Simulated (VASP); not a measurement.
A convergence study with VASP on CdI$_{2}$ (1T layered): a few settings are varied, all else stays as given below, so the limit is that of these other settings.

```xyz
3
Lattice="2.1200 -3.6719 0.0000 2.1200 3.6719 0.0000 0.0000 0.0000 6.8600" Properties=species:S:1:pos:R:3 pbc="T T T"
Cd     0.0000     0.0000     0.0000
I      2.1200     1.2240     1.7081
I      2.1200    -1.2240     5.1519
```

Method: HSE06 screened hybrid, VASP's PBE PAW potentials (set 64) (plane waves; VASP). The last row used: 300 eV cut-off, 4×4×2 Γ-centred mesh, Gaussian smearing of 0.050 eV, potentials Cd I.

```csv
setting,E (eV/atom),pressure (GPa),electronic steps
"ENCUT = 300, PRECFOCK = Fast",-2.3533,1.28,16
"ENCUT = 400, PRECFOCK = Fast",-2.3571,1.09,16
"ENCUT = 520, PRECFOCK = Fast",-2.3583,1.31,16
"ENCUT = 300, PRECFOCK = Normal",-2.3539,1.29,16
"ENCUT = 400, PRECFOCK = Normal",-2.3573,1.08,16
"ENCUT = 520, PRECFOCK = Normal",-2.3585,1.31,16
"ENCUT = 300, PRECFOCK = Accurate",-2.3539,1.29,16
```

Left out are rungs that failed or repeat a setting and relaxations that didn't move; long series are thinned to 24 rows.

The compound is CdI2 in the 1T layered structure. The cell was not relaxed at this level.
